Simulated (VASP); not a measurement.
An input for Quantum ESPRESSO's pw.x (written as the equivalent of a VASP run, and not itself run):

```
&CONTROL
  calculation = 'vc-relax'
  pseudo_dir = './pseudo'
  outdir = './out'
  tprnfor = .true.
  tstress = .true.
  nstep = 40
  forc_conv_thr = 0.00078
/
&SYSTEM
  ibrav = 0
  nat = 1
  ntyp = 1
  ecutwfc = 82
  occupations = 'smearing'
  smearing = 'methfessel-paxton'
  degauss = 0.00735
  input_dft = 'pbesol'
/
&ELECTRONS
  conv_thr = 7.3e-08
  electron_maxstep = 100
/
&IONS
/
&CELL
/
ATOMIC_SPECIES
  Pd 106.420 Pd.upf
CELL_PARAMETERS angstrom
     0.0000000    1.9358714    1.9358714
     1.9358714   -0.0000000    1.9358714
     1.9358714    1.9358714   -0.0000000
ATOMIC_POSITIONS crystal
  Pd   0.0000000  0.0000000  0.0000000
K_POINTS automatic
  16 16 16 0 0 0
```

Translate this input to VASP (INCAR, KPOINTS, POSCAR, choice of POTCAR).

One answer among several that fit: 
POSCAR:
```
Pd
1
    0.0000000000     1.9358714148     1.9358714148
    1.9358714148    -0.0000000000     1.9358714148
    1.9358714148     1.9358714148    -0.0000000000
Pd
1
Direct
  0.0000000000   0.0000000000   0.0000000000
```

File KPOINTS:
```
Automatic mesh
0
Gamma
16 16 16
0 0 0
```

### INCAR
```
# general
SYSTEM  = Pd
PREC    = Accurate
ENCUT   = 500
LREAL   = .False.   # projection in real space or not
LASPH   = .True.   # aspherical one-centre terms

# electronic loop
EDIFF   = 1E-6   # SCF stop (eV)
NELM    = 100
ALGO    = Normal
LMAXMIX = 4   # l cut-off of mixed one-centre charges

# smearing
ISMEAR  = 1
SIGMA   = 0.1   # width (eV)

# functional
GGA     = PS   # PBEsol

# ions
IBRION  = 2
NSW     = 40
ISIF    = 3
EDIFFG  = -0.02   # ionic stop

# output
LWAVE   = .False.
LCHARG  = .False.
```

POTCAR, in this order: Pd (PBE.64 set). Program: vasp_std.

Limits of the translation: the potentials are each code's own (VASP's PAW set, PseudoDojo norm-conserving files in pw.x), so ENCUT and ecutwfc are chosen apart and not converted; conv_thr bounds pw.x's estimated SCF error, while EDIFF bounds the energy change between steps; forc_conv_thr acts on force components and is met together with etot_conv_thr.

The compound is Pd in the fcc structure. This run relaxes it. Symmetry was kept, so distortions that lower it aren't found.
